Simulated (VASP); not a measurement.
OSZICAR of a VASP run on TiC (relaxed from the CrB structure, space group Cmcm):

File OSZICAR:
```
       N       E                     dE             d eps       ncg     rms          rms(c)
DAV:   1     0.352915814784E+03    0.35292E+03   -0.17094E+04 10328   0.200E+03
DAV:   2    -0.989981915682E+01   -0.36282E+03   -0.35237E+03 10412   0.552E+02
DAV:   3    -0.628531587607E+02   -0.52953E+02   -0.51207E+02 19012   0.171E+02
DAV:   4    -0.661040407207E+02   -0.32509E+01   -0.32365E+01 13560   0.429E+01
DAV:   5    -0.662871694752E+02   -0.18313E+00   -0.18306E+00 15360   0.872E+00    0.266E+01
DAV:   6    -0.496823369598E+02    0.16605E+02   -0.92086E+01 13560   0.997E+01    0.903E+00
DAV:   7    -0.476008231870E+02    0.20815E+01   -0.14257E+01 13916   0.313E+01    0.516E+00
DAV:   8    -0.478716667650E+02   -0.27084E+00   -0.36319E+00 16512   0.123E+01    0.326E+00
DAV:   9    -0.477082039733E+02    0.16346E+00   -0.67571E-01 15040   0.636E+00    0.135E+00
DAV:  10    -0.477967373130E+02   -0.88533E-01   -0.82767E-01 13592   0.707E+00    0.865E-01
DAV:  11    -0.478418423277E+02   -0.45105E-01   -0.58818E-02 15928   0.202E+00    0.440E-01
DAV:  12    -0.478522803996E+02   -0.10438E-01   -0.52584E-03 14392   0.494E-01    0.307E-01
DAV:  13    -0.478780121699E+02   -0.25732E-01   -0.28817E-02 11008   0.139E+00    0.107E-01
DAV:  14    -0.478784577180E+02   -0.44555E-03   -0.34645E-03 15972   0.464E-01    0.460E-02
DAV:  15    -0.478780826790E+02    0.37504E-03   -0.47371E-04 13388   0.216E-01    0.318E-02
DAV:  16    -0.478783671831E+02   -0.28450E-03   -0.32586E-04 11416   0.179E-01    0.182E-02
DAV:  17    -0.478784412807E+02   -0.74098E-04   -0.70190E-05 14976   0.762E-02    0.105E-02
DAV:  18    -0.478784440495E+02   -0.27688E-05   -0.24945E-06 12620   0.166E-02    0.517E-03
DAV:  19    -0.478784437518E+02    0.29770E-06   -0.44876E-06 14704   0.188E-02    0.310E-03
DAV:  20    -0.478784487487E+02   -0.49969E-05   -0.13431E-06  9836   0.890E-03    0.209E-03
DAV:  21    -0.478784498798E+02   -0.11311E-05   -0.27764E-07  9812   0.516E-03    0.936E-04
DAV:  22    -0.478784492065E+02    0.67336E-06   -0.37408E-08  6632   0.202E-03    0.673E-04
DAV:  23    -0.478784486100E+02    0.59646E-06   -0.30777E-08  6392   0.151E-03    0.288E-04
DAV:  24    -0.478784482514E+02    0.35856E-06   -0.18725E-08  6280   0.103E-03    0.721E-05
DAV:  25    -0.478784481159E+02    0.13557E-06   -0.70364E-09  6168   0.708E-04    0.549E-05
DAV:  26    -0.478784482331E+02   -0.11727E-06   -0.24841E-09  6104   0.440E-04    0.266E-05
DAV:  27    -0.478784482551E+02   -0.21969E-07   -0.86511E-10  6032   0.233E-04
   1 F= -.47878448E+02 E0= -.47878448E+02  d E =0.000000E+00
       N       E                     dE             ncg
```

### Question
Which electronic solver shows in the log?

### Answer
It is blocked Davidson (ALGO = Normal, or the opening steps of other solvers). The INCAR had ALGO = Normal.

### Question
Can the final energy be trusted as converged?

### Answer
The calculation finished and met its thresholds. It stopped with EDIFF = 1E-7, NELM = 100 (r2SCAN meta-GGA, plane waves, VASP's PBE PAW potentials (set 64)).

The structure was generated: TiC was put into the CrB type (Cmcm), which need not be its known phase. It was relaxed first.
